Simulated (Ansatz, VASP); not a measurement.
# Os (Osmium) in two plane-wave programs, part 2 of 2

Wanted: the spread between two codes on one cell, functional and k mesh.

VASP 6.6.1 and Ansatz 0.2.0.

So far: Starting point; Ansatz: relaxation of cell and atoms, r2SCAN with rVV10.

## Step 3: VASP: relaxation of cell and atoms, r2SCAN with rVV10

Level of this step: r2SCAN with rVV10; plane waves and PAW (Os) (VASP).

The same cell, functional, mesh and smearing now go to VASP, with its own data sets and cutoff.

Lines of VASP's logs that name or quote its potential files are left out, and so is its time.

INCAR

```
SYSTEM = Os
PREC = Accurate
ENCUT = 520
EDIFF = 1E-06
NELM = 100
ISMEAR = -1
SIGMA = 0.05
LREAL = .FALSE.
ALGO = Normal
METAGGA = R2SCAN
LUSE_VDW = .TRUE.
IVDW_NL = 2
BPARAM = 11.95
CPARAM = 0.0093
LASPH = .TRUE.
NBANDS = 14
LORBIT = 11
LWAVE = .FALSE.
LCHARG = .FALSE.
KPAR = 2
IBRION = 2
NSW = 60
ISIF = 3
EDIFFG = -0.01
```

POSCAR

```
Os
1.0
    2.7341000000      0.0000000000      0.0000000000
   -1.3670500000      2.3678000565      0.0000000000
    0.0000000000      0.0000000000      4.3197000000
Os
2
Direct
    0.3333333333      0.6666666667      0.2500000000
    0.6666666667      0.3333333333      0.7500000000
```

KPOINTS

```
Automatic mesh
0
Gamma
9 9 5
0 0 0
```

The projector-augmented-wave data sets are Os (PBE family, release 64).

Command:

```console
$ mpirun -np 2 vasp_std
```

Numbers of over 12 decimals in the logs are rounded to 6 here.

The program printed:

```text
[banner, memory and clock lines left out]
running    2 mpi-ranks, on    1 nodes
 distrk:  each k-point on    1 cores,    2 groups
 distr:  one band on    1 cores,    1 groups

 POSCAR found type information on POSCAR Os
 POSCAR found :  1 types and       2 ions
|                                                                             |
|               ----> ADVICE to this user running VASP <----                  |
|                                                                             |
|     You have switched on vdW-DFT.                                           |
|     This routine was written and supplied by Jiri Klimes. We recommend      |
|     that you carefully read and cite the following publications:            |
|       J. Klimes, D.R. Bowler, A. Michelides                                 |
|          J. Phys.: Cond Matt. 22 022201 (2010)                              |
|       J. Klimes, D.R. Bowler, A. Michelides                                 |
|          Phys. Rev. B. 83, 195131 (2011)                                    |
|     and references therein.                                                 |
|                                                                             |

|                                                                             |
|               ----> ADVICE to this user running VASP <----                  |
|                                                                             |
|     You enforced a specific xc type in the INCAR file but a different       |
|     [... a line on the potential file left out ...]
|     I HOPE YOU KNOW WHAT YOU ARE DOING!                                     |
|                                                                             |

 LDA part: xc-table for (None), standard interpolation
 POSCAR, INCAR and KPOINTS ok, starting setup
 FFT: planning ... GRIDC
 FFT: planning ... GRID_SOFT
 FFT: planning ... GRID
 WAVECAR not read
 entering main loop
       N       E                     dE             d eps       ncg     rms          rms(c)
Total rVV10 correction in eV:      0.2650927    23.8905868
Total rVV10 correction in eV:      0.2650927    23.8905868
DAV:   1     0.263460605324E+02    0.26346E+02   -0.78777E+03  1008   0.115E+03
DAV:   2    -0.102385643191E+03   -0.12873E+03   -0.11408E+03  1038   0.363E+02
DAV:   3    -0.108472877466E+03   -0.60872E+01   -0.57778E+01  1272   0.686E+01
DAV:   4    -0.108538937735E+03   -0.66060E-01   -0.65920E-01  1128   0.742E+00
DAV:   5    -0.108539349179E+03   -0.41144E-03   -0.41136E-03  1254   0.517E-01    0.226E+01
Total rVV10 correction in eV:      0.2366052    23.8905867
Total rVV10 correction in eV:      0.2366052    23.8905867
DAV:   6    -0.106024765049E+03    0.25146E+01   -0.85033E-01  1212   0.832E+00    0.107E+01
Total rVV10 correction in eV:      0.2142615    23.8905867
Total rVV10 correction in eV:      0.2142615    23.8905867
DAV:   7    -0.105826383512E+03    0.19838E+00   -0.44967E-01  1254   0.618E+00    0.882E-01
Total rVV10 correction in eV:      0.2134631    23.8905867
Total rVV10 correction in eV:      0.2134631    23.8905867
DAV:   8    -0.105823808397E+03    0.25751E-02   -0.44676E-03  1056   0.578E-01    0.407E-01
Total rVV10 correction in eV:      0.2134822    23.8905867
Total rVV10 correction in eV:      0.2134822    23.8905867
DAV:   9    -0.105822775821E+03    0.10326E-02   -0.18052E-03  1176   0.457E-01    0.545E-02
Total rVV10 correction in eV:      0.2137867    23.8905867
Total rVV10 correction in eV:      0.2137867    23.8905867
DAV:  10    -0.105822743086E+03    0.32735E-04   -0.94850E-05  1278   0.885E-02    0.139E-02
Total rVV10 correction in eV:      0.2137708    23.8905867
Total rVV10 correction in eV:      0.2137708    23.8905867
DAV:  11    -0.105822710069E+03    0.33017E-04   -0.15019E-05  1104   0.461E-02    0.344E-03
Total rVV10 correction in eV:      0.2137777    23.8905867
Total rVV10 correction in eV:      0.2137777    23.8905867
DAV:  12    -0.105822708421E+03    0.16482E-05   -0.11454E-07   786   0.432E-03    0.254E-03
Total rVV10 correction in eV:      0.2137790    23.8905867
Total rVV10 correction in eV:      0.2137790    23.8905867
DAV:  13    -0.105822708286E+03    0.13426E-06   -0.23513E-08   552   0.142E-03
Total rVV10 correction in eV:      0.2137787    23.8905867
Total rVV10 correction in eV:      0.2137787    23.8905867
Total rVV10 correction in eV:      0.2137787    23.8905867
Total rVV10 correction in eV:      0.2137787    23.8905867
   1 F= -.10582271E+03 E0= -.10581795E+03  d E =-.105823E+03
 curvature:   0.00 expect dE= 0.000E+00 dE for cont linesearch  0.000E+00
 trial: gam= 0.00000 g(F)=  0.389E-48 g(S)=  0.163E-03 ort = 0.000E+00 (trialstep = 0.100E+01)
 search vector abs. value=  0.163E-03
 bond charge predicted
       N       E                     dE             d eps       ncg     rms          rms(c)
Total rVV10 correction in eV:      0.2138829    23.8905867
Total rVV10 correction in eV:      0.2138829    23.8905867
DAV:   1    -0.105822830166E+03   -0.12175E-03   -0.19378E-02  1044   0.109E+00    0.144E-01
Total rVV10 correction in eV:      0.2140430    23.8905867
Total rVV10 correction in eV:      0.2140430    23.8905867
DAV:   2    -0.105822628511E+03    0.20166E-03   -0.20174E-04  1238   0.182E-01    0.624E-02
Total rVV10 correction in eV:      0.2141575    23.8905867
Total rVV10 correction in eV:      0.2141575    23.8905867
DAV:   3    -0.105822580054E+03    0.48457E-04   -0.81375E-05  1208   0.794E-02    0.774E-03
Total rVV10 correction in eV:      0.2141439    23.8905867
Total rVV10 correction in eV:      0.2141439    23.8905867
DAV:   4    -0.105822580482E+03   -0.42823E-06   -0.37392E-06  1134   0.181E-02
Total rVV10 correction in eV:      0.2141234    23.8905867
Total rVV10 correction in eV:      0.2141234    23.8905867
Total rVV10 correction in eV:      0.2141280    23.8905867
Total rVV10 correction in eV:      0.2141280    23.8905867
   2 F= -.10582258E+03 E0= -.10581784E+03  d E =0.127804E-03
 trial-energy change:    0.000128  1 .order    0.000116   -0.000163    0.000395
 step:   0.2675(harm=  0.2923)  dis= 0.00000  next Energy=  -105.822730 (dE=-0.216E-04)
 bond charge predicted
       N       E                     dE             d eps       ncg     rms          rms(c)
Total rVV10 correction in eV:      0.2140516    23.8905867
Total rVV10 correction in eV:      0.2140516    23.8905867
DAV:   1    -0.105822853163E+03   -0.27311E-03   -0.10437E-02  1044   0.799E-01    0.105E-01
Total rVV10 correction in eV:      0.2139331    23.8905867
Total rVV10 correction in eV:      0.2139331    23.8905867
DAV:   2    -0.105822750044E+03    0.10312E-03   -0.10969E-04  1232   0.134E-01    0.454E-02
Total rVV10 correction in eV:      0.2138495    23.8905867
Total rVV10 correction in eV:      0.2138495    23.8905867
DAV:   3    -0.105822729319E+03    0.20725E-04   -0.43387E-05  1202   0.579E-02    0.572E-03
Total rVV10 correction in eV:      0.2138592    23.8905867
Total rVV10 correction in eV:      0.2138592    23.8905867
DAV:   4    -0.105822729872E+03   -0.55287E-06   -0.19876E-06   986   0.133E-02
Total rVV10 correction in eV:      0.2138741    23.8905867
Total rVV10 correction in eV:      0.2138741    23.8905867
Total rVV10 correction in eV:      0.2138707    23.8905867
Total rVV10 correction in eV:      0.2138707    23.8905867
   3 F= -.10582273E+03 E0= -.10581798E+03  d E =-.215859E-04
 curvature:  -0.15 expect dE=-0.930E-06 dE for cont linesearch -0.518E-07
 trial: gam=-0.00761 g(F)=  0.934E-48 g(S)=  0.637E-05 ort = 0.761E-05 (trialstep = 0.854E+00)
 search vector abs. value=  0.626E-05
 reached required accuracy - stopping structural energy minimisation
```

Parts of OUTCAR (step 3):

```text
ion  position               nearest neighbor table
   1  0.333  0.667  0.250-   2 2.68   2 2.68   2 2.68   2 2.68   2 2.68   2 2.68
   2  0.667  0.333  0.750-   1 2.68   1 2.68   1 2.68   1 2.68   1 2.68   1 2.68

  LATTYP: Found a hexagonal cell.
 ALAT       =     2.7341000000
 C/A-ratio  =     1.5799348963

 Subroutine GETGRP returns: Found 24 space group operations
 (whereof 12 operations were pure point group operations)

The static configuration has the point symmetry D_3d.
 The point group associated with its full space group is D_6h.

 Found     36 irreducible k-points:

   k-points           NKPTS =     36   k-points in BZ     NKDIM =     36   number of bands    NBANDS=     14

   dimension x,y,z NGX =    20 NGY =   20 NGZ =   32
   dimension x,y,z NGXF=    40 NGYF=   40 NGZF=   64

   ENCUT  =  520.0 eV  38.22 Ry    6.18 a.u.   5.08  5.08  8.03*2*pi/ulx,y,z

   NELECT =      16.0000    total number of electrons

 k-points in reciprocal lattice and weights: Automatic mesh
   0.00000000  0.00000000  0.00000000       0.002
   0.11111111  0.00000000  0.00000000       0.015
   0.22222222  0.00000000  0.00000000       0.015
   0.33333333  0.00000000  0.00000000       0.015
   0.44444444  0.00000000  0.00000000       0.015
   0.11111111  0.11111111  0.00000000       0.015
   0.22222222  0.11111111  0.00000000       0.030
   0.33333333  0.11111111  0.00000000       0.030
   0.44444444  0.11111111  0.00000000       0.015
[...]
0.33333333  0.22222222  0.40000000       0.059
   0.33333333  0.33333333  0.40000000       0.010

 average (electrostatic) potential at core
       1 -48.8770       2 -48.8770

 E-fermi :   9.4492

 k-point     1 :       0.0000    0.0000    0.0000
  band No.  band energies     occupation
    ...
      6       6.9502      2.00000
      7       6.9502      2.00000
      8       7.6339      2.00000
      9       7.6339      2.00000
     10       9.2455      1.96652
     11      11.0204      0.00000
     12      11.0204      0.00000
     13      18.8199      0.00000
     14      24.0199      0.00000

 k-point     2 :       0.1111    0.0000    0.0000
  band No.  band energies     occupation
    ...
      6       6.8370      2.00000
      7       7.0301      2.00000
      8       7.2916      2.00000
      9       7.3749      2.00000
     10       7.9658      2.00000
     11      11.2489      0.00000
     12      13.2382      0.00000
     13      18.7609      0.00000
     14      25.0272      0.00000

 k-point     3 :       0.2222    0.0000    0.0000
  band No.  band energies     occupation
    ...
      6       6.5956      2.00000
      7       7.3325      2.00000
      8       7.8308      2.00000
      9       8.1277      2.00000
     10       8.5616      2.00000
     11      11.6489      0.00000
     12      16.3218      0.00000
     13      18.4527      0.00000
     14      24.9594      0.00000

  Total       -0.0114897     -0.0114897      0.0001234     -0.0000000     -0.0000000      0.0000000
  in kB       -0.6580478     -0.6580478      0.0070669     -0.0000000     -0.0000000      0.0000000
  external PRESSURE =      -0.4363429 kB  Pullay stress =       0.0000000 kB

  energy-cutoff  :      520.00
  volume of cell :       27.97
      direct lattice vectors                 reciprocal lattice vectors
     2.733865277  0.000000000  0.000000000     0.365782472  0.211184609 -0.000000000
    -1.366932639  2.367596781  0.000000000     0.000000000  0.422369218 -0.000000000
     0.000000000  0.000000000  4.321932898     0.000000000 -0.000000000  0.231377956

 POSITION                                       TOTAL-FORCE (eV/Angst)
 -----------------------------------------------------------------------------------
     -0.00000      1.57840      1.08048         0.000000     -0.000000      0.000000
      1.36693      0.78920      3.24145        -0.000000      0.000000      0.000000
 -----------------------------------------------------------------------------------
    total drift:                               -0.000000      0.000000     -0.000000

  FREE ENERGIE OF THE ION-ELECTRON SYSTEM (eV)
  ---------------------------------------------------
  free  energy   TOTEN  =      -105.8227298721 eV

  energy  without entropy=     -105.8132233402  energy(sigma->0) =     -105.81797661

 reached required accuracy - stopping structural energy minimisation

 total charge
# of ion       s       p       d       tot
------------------------------------------
    1        0.658   0.791   6.057   7.505
    2        0.658   0.791   6.057   7.505
--------------------------------------------------
tot          1.316   1.581  12.114  15.011

[... 3 further parts left out ...]
```

## Step 4: Side by side

Known differences besides the potentials themselves: VASP keeps PBE cores, Ansatz makes them for the functional; both relaxations stop at a tolerance, which leaves soft axes loose, and VASP keeps its plane-wave basis; the data sets hold 32 valence electrons in Ansatz (default PAW (the set named soft_2) files) and 16 in VASP; the cutoff is 500 eV in Ansatz and 520 eV in VASP; Ansatz adds a Pulay correction to the stress that steers its cell, VASP none. Total energies have different zeros and are not compared.

The two programs side by side:

| quantity | Ansatz | VASP | difference |
| --- | --- | --- | --- |
| volume (Å³) | 27.81 | 27.97 | -0.60 % |
| edge a after relaxation, in the typed setting (Å) | 2.728 | 2.734 | -0.21 % |
| edge c after relaxation, in the typed setting (Å) | 4.314 | 4.322 | -0.18 % |

The walks stopped with 0.00 GPa left in Ansatz and -0.04 GPa in VASP; each walk ends within a tolerance, so the volume difference is uncertain by about these residues over the bulk modulus, most in soft cells.

## Step 5: Summary of results

| Item | Value |
| --- | --- |
| difference in volume (relaxation of cell and atoms, r2SCAN with rVV10) | -0.60 % |

The difference in volume is -0.60 % (relaxation of cell and atoms, r2SCAN with rVV10), within the 1.2 % picked in this series as the mark of a large difference, as far as the stopping tolerances let one tell. How closely two codes agree says nothing of how well the functional describes the real material.

[Lines on the potential files, build, host, timing and source positions are cut from VASP's logs without a mark.]

[Logs are printed without paths, hosts, clocks, repeated set-up lines and the standing remarks that a program may print on its own settings, such as how far it seeks lower states.]

[Hosts, paths, dates, database ids (printed as entryN), source tags and the programs' standing remarks are cut or masked in the printed files.]
